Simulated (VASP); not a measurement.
# TaMo2C3 (P6_3/mmc) in VASP: single point with r2SCAN

Aim: the single point of TaMo2C3 with r2SCAN.

Program: VASP 6.6.1. These are calculated values, not measurements. Logs are shortened: lines on timing, memory, paths and dates and some standing lists are left out, and cuts for length are marked.

### 1 The crystal as given

The structure is hexagonal, space group P6_3/mmc (No. 194). Conventional cell: a = 3.042 Å, b = 3.042 Å, c = 15.983 Å, α = 90.00°, β = 90.00°, γ = 120.00°. Ta (site symmetry -3m) has 6 C at 2.20 Å as nearest neighbours. Around Mo (site symmetry 3m) lie 6 C at 2.17 to 2.24 Å. C (site symmetry 3m) has 3 Mo at 2.17 Å and 3 Ta at 2.20 Å as nearest neighbours. C (site symmetry -6m2) has 6 Mo at 2.24 Å as nearest neighbours.

The cell was built by a generator and needn't be a form met in nature.

### 2 Single point, r2SCAN

File INCAR:

```
SYSTEM = TaMo2C3
  PREC = Accurate
  ENCUT = 520
  EDIFF = 1E-6
  ISMEAR = 0
  SIGMA = 0.1
  LREAL = .FALSE.
  LASPH = .TRUE.
  NELM = 150
  ALGO = Normal
  ISIF = 2
  LWAVE = .FALSE.
  LCHARG = .FALSE.
  METAGGA = R2SCAN
  LMIXTAU = .TRUE.
  NBANDS = 63
  KPAR = 4
```

File KPOINTS:

```
Automatic mesh
0
G
  12 12 2
  0 0 0
```

File POSCAR:

```
TaMo2C3
1.0
    3.0418820000      0.0000000000      0.0000000000
   -1.5209410000      2.6343470000      0.0000000000
    0.0000000000      0.0000000000     15.9834200000
Ta Mo C
2 4 6
Direct
    0.0000000000      0.0000000000      0.0000000000
    0.0000000000      0.0000000000      0.5000000000
    0.3333330000      0.6666670000      0.6627420000
    0.3333330000      0.6666670000      0.8372580000
    0.6666670000      0.3333330000      0.1627420000
    0.6666670000      0.3333330000      0.3372580000
    0.6666670000      0.3333330000      0.9167620000
    0.3333330000      0.6666670000      0.0832380000
    0.6666670000      0.3333330000      0.7500000000
    0.6666670000      0.3333330000      0.5832380000
    0.3333330000      0.6666670000      0.4167620000
    0.3333330000      0.6666670000      0.2500000000
```

Potentials or basis: VASP PAW PBE potentials, release 64 (Ta_pv, Mo_sv, C).

On the command line:

```sh
cat potpaw_PBE.64/Ta_pv/POTCAR potpaw_PBE.64/Mo_sv/POTCAR potpaw_PBE.64/C/POTCAR > POTCAR
mpirun -np 4 vasp_std > vasp.out
```

OUTCAR:

```text
SYSTEM = TaMo2C3
   PREC = Accurate
   ENCUT = 520
   EDIFF = 1E-6
   ISMEAR = 0
   LREAL = .FALSE.
   LASPH = .TRUE.
   NELM = 150
   ISIF = 2
   METAGGA = R2SCAN

 ion  position               nearest neighbor table
   1  0.000  0.000  0.000-   7 2.20   8 2.20   8 2.20   7 2.20   7 2.20   8 2.20   4 3.14   5 3.14
                             4 3.14   5 3.14   4 3.14   5 3.14
   2  0.000  0.000  0.500-  10 2.20  11 2.20  11 2.20  10 2.20  10 2.20  11 2.20   3 3.14   6 3.14
                             3 3.14   6 3.14   3 3.14   6 3.14
   3  0.333  0.667  0.663-  10 2.17  10 2.17  10 2.17   9 2.24   9 2.24   9 2.24   4 2.79   2 3.14
                             2 3.14   2 3.14
   4  0.333  0.667  0.837-   7 2.17   7 2.17   7 2.17   9 2.24   9 2.24   9 2.24   3 2.79   1 3.14
                             1 3.14   1 3.14
   5  0.667  0.333  0.163-   8 2.17   8 2.17   8 2.17  12 2.24  12 2.24  12 2.24   6 2.79   1 3.14
                             1 3.14   1 3.14
   6  0.667  0.333  0.337-  11 2.17  11 2.17  11 2.17  12 2.24  12 2.24  12 2.24   5 2.79   2 3.14
                             2 3.14   2 3.14
   7  0.667  0.333  0.917-   4 2.17   4 2.17   4 2.17   1 2.20   1 2.20   1 2.20
   8  0.333  0.667  0.083-   5 2.17   5 2.17   5 2.17   1 2.20   1 2.20   1 2.20
   9  0.667  0.333  0.750-   3 2.24   4 2.24   3 2.24   4 2.24   3 2.24   4 2.24
  10  0.667  0.333  0.583-   3 2.17   3 2.17   3 2.17   2 2.20   2 2.20   2 2.20
  11  0.333  0.667  0.417-   6 2.17   6 2.17   6 2.17   2 2.20   2 2.20   2 2.20
  12  0.333  0.667  0.250-   5 2.24   6 2.24   5 2.24   6 2.24   5 2.24   6 2.24

  LATTYP: Found a hexagonal cell.
 ALAT       =     3.0418820000
 C/A-ratio  =     5.2544510274

  Lattice vectors:

 A1 = (   3.0418820000,   0.0000000000,   0.0000000000)
 A2 = (  -1.5209410000,   2.6343470000,   0.0000000000)
 A3 = (   0.0000000000,   0.0000000000,  15.9834200000)

Analysis of symmetry for initial positions (statically):
=====================================================================
 Subroutine PRICEL returns:
 Original cell was already a primitive cell.

 Routine SETGRP: Setting up the symmetry group for a
 hexagonal supercell.

 Subroutine GETGRP returns: Found 24 space group operations
 (whereof 12 operations were pure point group operations)
 out of a pool of 24 trial point group operations.

The static configuration has the point symmetry D_3d.
 The point group associated with its full space group is D_6h.

Analysis of symmetry for dynamics (positions and initial velocities):
=====================================================================
 Subroutine PRICEL returns:
 Original cell was already a primitive cell.

 Routine SETGRP: Setting up the symmetry group for a
 hexagonal supercell.

 Subroutine GETGRP returns: Found 24 space group operations
 (whereof 12 operations were pure point group operations)
 out of a pool of 24 trial point group operations.

The dynamic configuration has the point symmetry D_3d.
 The point group associated with its full space group is D_6h.

 Subroutine INISYM returns: Found 24 space group operations
 (whereof 12 operations are pure point group operations),
 and found     1 'primitive' translations

----------------------------------------------------------------------------------------

                                     Primitive cell

  volume of cell :     128.0811

  direct lattice vectors                    reciprocal lattice vectors
     3.041882000  0.000000000  0.000000000     0.328743850  0.189800357  0.000000000
    -1.520941000  2.634347000  0.000000000     0.000000000  0.379600713  0.000000000
     0.000000000  0.000000000 15.983420000     0.000000000  0.000000000  0.062564833

  length of vectors
     3.041882000  3.041881924 15.983420000     0.379600704  0.379600713  0.062564833

  position of ions in fractional coordinates (direct lattice)
     0.000000000  0.000000000  0.000000000
     0.000000000  0.000000000  0.500000000
     0.333333000  0.666667000  0.662742000
     0.333333000  0.666667000  0.837258000
     0.666667000  0.333333000  0.162742000
     0.666667000  0.333333000  0.337258000
     0.666667000  0.333333000  0.916762000
     0.333333000  0.666667000  0.083238000
     0.666667000  0.333333000  0.750000000
     0.666667000  0.333333000  0.583238000
     0.333333000  0.666667000  0.416762000
     0.333333000  0.666667000  0.250000000

  ion indices of the primitive-cell ions
   primitive index   ion index
                 1           1
                 2           2
                 3           3
                 4           4
                 5           5
                 6           6
                 7           7
                 8           8
                 9           9
                10          10
                11          11
                12          12

----------------------------------------------------------------------------------------

 KPOINTS: Automatic mesh

Automatic generation of k-mesh.
 Grid dimensions read from file:
 generate k-points for:   12   12    2

 Generating k-lattice:

  Cartesian coordinates                     Fractional coordinates (reciprocal lattice)
     0.027395321  0.015816696  0.000000000     0.083333333  0.000000000  0.000000000
     0.000000000  0.031633393  0.000000000     0.000000000  0.083333333  0.000000000
     0.000000000  0.000000000  0.031282416     0.000000000  0.000000000  0.500000000

  Length of vectors
     0.031633392  0.031633393  0.031282416

  Shift w.r.t. Gamma in fractional coordinates (k-lattice)
     0.000000000  0.000000000  0.000000000

 Subroutine IBZKPT returns following result:
 ===========================================

 Found     38 irreducible k-points:

 Following reciprocal coordinates:
            Coordinates               Weight
  0.000000  0.000000  0.000000      1.000000
  0.083333  0.000000  0.000000      6.000000
  0.166667  0.000000  0.000000      6.000000
  0.250000  0.000000  0.000000      6.000000
  0.333333  0.000000  0.000000      6.000000
  0.416667 -0.000000  0.000000      6.000000
[... 16 lines left out ...]
  0.250000  0.000000  0.500000      6.000000
  0.333333  0.000000  0.500000      6.000000
 [... further k-points ...]
   k-points           NKPTS =     38   k-points in BZ     NKDIM =     38   number of bands    NBANDS=     63
   number of dos      NEDOS =    301   number of ions     NIONS =     12
   total plane-waves  NPLWV =  69120
   dimension x,y,z NGX =    24 NGY =   24 NGZ =  120
   dimension x,y,z NGXF=    48 NGYF=   48 NGZF=  240
   ions per type =               2   4   6
   NGX,Y,Z   is equivalent  to a cutoff of  13.12, 13.12, 12.48 a.u.
   NGXF,Y,Z  is equivalent  to a cutoff of  26.23, 26.23, 24.96 a.u.
 SYSTEM =  TaMo2C3
   PREC   = accura    normal or accurate (medium, high low for compatibility)
   ISTART =      0    job   : 0-new  1-cont  2-samecut
   ICHARG =      2    charge: 1-file 2-atom 10-const
   ISPIN  =      1    spin polarized calculation?
   LNONCOLLINEAR =      F non collinear calculations
   LSORBIT =      F    spin-orbit coupling
   LASPH  =      T    aspherical Exc in radial PAW
   ENCUT  =  520.0 eV  38.22 Ry    6.18 a.u.   5.66  5.66 29.72*2*pi/ulx,y,z
   NELM   =    150;   NELMIN=  2; NELMDL= -5     # of ELM steps
   EDIFF  = 0.1E-05   stopping-criterion for ELM
   LREAL  =      F    real-space projection
   EDIFFG = 0.1E-04   stopping-criterion for IOM
   NSW    =      0    number of steps for IOM
   IBRION =     -1    ionic relax: 0-MD 1-quasi-New 2-CG
   NFREE  =      0    steps in history (QN), initial steepest desc. (CG)
   ISIF   =      2    stress and relaxation
   ISYM   =      2    0-nonsym 1-usesym 2-fastsym
   POTIM  = 0.5000    time-step for ionic-motion
   TEBEG  =    0.0;   TEEND  =   0.0 temperature during run
   PSTRESS=    0.0 pullay stress
   NELECT =     102.0000    total number of electrons
   NUPDOWN=      -1.0000    fix difference up-down
   EMIN   =  10.00;   EMAX   =-10.00  energy-range for DOS
   EFERMI =   0.00;   METHOD = LEGACY
   ISMEAR =     0;   SIGMA  =   0.10  broadening in eV -4-tet -1-fermi 0-gaus
   EFERMI_NEDOS =   21; number of points for ismear=-14 and -15
   IALGO  =     38    algorithm
   IMIX   =      4    mixing-type and parameters
     AMIX     =   0.40;   BMIX     =  1.00
     AMIX_MAG =   1.60;   BMIX_MAG =  1.00
  volume/ion in A,a.u.               =      10.67        72.03
  Fermi-wavevector in a.u.,A,eV,Ry     =   1.517446  2.867557 31.329345  2.302642
  Thomas-Fermi vector in A             =   2.626700
   LORBIT       =      0    0 simple, 1 ext, 2 COOP (PROOUT), +10 PAW based schemes
   METAGGA = R2SCAN    functional components
   LHFCALC =     F    Hartree Fock is set to
   AEXX    =    0.0000 exact exchange contribution
   IVDW    =     0    specifies the selected vdW correction
   LEPSILON=     F    determine dielectric tensor
   LRPA    =     F    only Hartree local field effects (RPA)
 non-spin polarized calculation
 Gauss-broadening in eV      SIGMA  =   0.10
  energy-cutoff  :      520.00
  volume of cell :      128.08
 maximum number of plane-waves:      3503
 NGX is ok and might be reduce to    24
   NGX = 11   NGY = 11   NGZ = 59

 number of electron     101.9999994 magnetization

 Free energy of the ion-electron system (eV)
  ---------------------------------------------------
  ext. energy  EPLUGINS =         0.00000000
  ---------------------------------------------------
  free energy    TOTEN  =      -264.51186052 eV

  energy without entropy =     -264.49433089  energy(sigma->0) =     -264.50309570

 E-fermi :  11.2849     XC(G=0): -14.4677

 val. band max:       11.2768689108   @ k =   0.3333   0.0833   0.0000
 cond. band min:      11.2962826244   @ k =   0.2500   0.0833   0.5000
 fundamental gap:      0.0194137136
 Fermi energy:        11.2848508054

 k-point     1 :       0.0000    0.0000    0.0000
  band No.  band energies     occupation
      1     -52.6219      2.00000
      2     -52.6219      2.00000
      3     -52.5711      2.00000
      4     -52.5711      2.00000
      5     -26.4602      2.00000
      6     -26.3492      2.00000
[... 55 lines left out ...]
     62      12.6503      0.00000
     63      13.3639      0.00000

 k-point     2 :       0.0833    0.0000    0.0000
  band No.  band energies     occupation
      1     -52.6170      2.00000
      2     -52.6169      2.00000
      3     -52.5663      2.00000
      4     -52.5662      2.00000
      5     -26.4460      2.00000
      6     -26.3418      2.00000
[... 55 lines left out ...]
     62      13.0847      0.00000
     63      13.3728      0.00000

 k-point     3 :       0.1667    0.0000    0.0000
  band No.  band energies     occupation
      1     -52.6034      2.00000
      2     -52.6033      2.00000
      3     -52.5530      2.00000
      4     -52.5530      2.00000
      5     -26.4067      2.00000
      6     -26.3227      2.00000
[... 1375 lines left out ...]
     62      14.0930      0.00000
     63      14.4662      0.00000

 k-point    24 :       0.3333    0.0000    0.5000
  band No.  band energies     occupation
      1     -52.5661      2.00000
      2     -52.5661      2.00000
      3     -52.5167      2.00000
      4     -52.5167      2.00000
      5     -26.2948      2.00000
      6     -26.2948      2.00000
[... 55 lines left out ...]
     62      14.2239      0.00000
     63      14.6593      0.00000

 [... further k-points ...]

------------------------ aborting loop because EDIFF is reached ----------------------------------------

  FORCE on cell =-STRESS in cart. coord.  units (eV):
  Direction    XX          YY          ZZ          XY          YZ          ZX
  --------------------------------------------------------------------------------------
  -------------------------------------------------------------------------------------
  Total       -1.5965777     -1.5965776     -1.3326713      0.0000000      0.0000000      0.0000000
  in kB      -19.9717256    -19.9717243    -16.6704985      0.0000000      0.0000000      0.0000000
  external PRESSURE =     -18.8713161 kB  Pullay stress =       0.0000000 kB

 VOLUME and BASIS-vectors are now :
 -----------------------------------------------------------------------------
  energy-cutoff  :      520.00
  volume of cell :      128.08
      direct lattice vectors                 reciprocal lattice vectors
     3.041882000  0.000000000  0.000000000     0.328743850  0.189800357  0.000000000
    -1.520941000  2.634347000  0.000000000     0.000000000  0.379600713  0.000000000
     0.000000000  0.000000000 15.983420000     0.000000000  0.000000000  0.062564833

 POSITION                                       TOTAL-FORCE (eV/Angst)
 -----------------------------------------------------------------------------------
      0.00000      0.00000      0.00000         0.000000      0.000000      0.000000
      0.00000      0.00000      7.99171         0.000000      0.000000      0.000000
     -0.00000      1.75623     10.59288        -0.000000     -0.000000      0.129555
     -0.00000      1.75623     13.38225        -0.000000     -0.000000     -0.129555
      1.52094      0.87811      2.60117         0.000000      0.000000      0.129555
      1.52094      0.87811      5.39054         0.000000      0.000000     -0.129555
      1.52094      0.87811     14.65299         0.000000      0.000000      0.217841
     -0.00000      1.75623      1.33043         0.000000     -0.000000     -0.217841
      1.52094      0.87811     11.98757         0.000000     -0.000000     -0.000000
      1.52094      0.87811      9.32214         0.000000     -0.000000     -0.217841
     -0.00000      1.75623      6.66128         0.000000      0.000000      0.217841
     -0.00000      1.75623      3.99586         0.000000      0.000000     -0.000000
 -----------------------------------------------------------------------------------
    total drift:                                0.000000      0.000000      0.000000

  FREE ENERGIE OF THE ION-ELECTRON SYSTEM (eV)
  ---------------------------------------------------
  free  energy   TOTEN  =      -264.5118605151 eV

  energy  without entropy=     -264.4943308925  energy(sigma->0) =     -264.50309570
```

It took 6.2 min on 4 MPI ranks of Intel Xeon Platinum 8488C (Sapphire Rapids), shared host; peak memory 0.44 GiB.

What came out:

```yaml
Free_energy: -264.5119 eV
Pressure: -1.9 GPa
Largest_force: 0.218 eV/Å
Band_gap_on_the_k_mesh: none (metal or under the smearing width)
```

Forces on the atoms (eV/Å):
```
Ta   0.000  0.000  0.000
Ta   0.000  0.000  0.000
Mo   0.000  0.000  0.130
Mo   0.000  0.000 -0.130
Mo   0.000  0.000  0.130
Mo   0.000  0.000 -0.130
C    0.000  0.000  0.218
C    0.000  0.000 -0.218
C    0.000  0.000  0.000
C    0.000  0.000 -0.218
C    0.000  0.000  0.218
C    0.000  0.000  0.000
```

Stress tensor (GPa, compression positive):
```
-2.00  0.00  0.00
 0.00 -2.00  0.00
 0.00  0.00 -1.67
```

Caveat: the PAW data sets were made with another functional, which shifts forces and pressure a little.
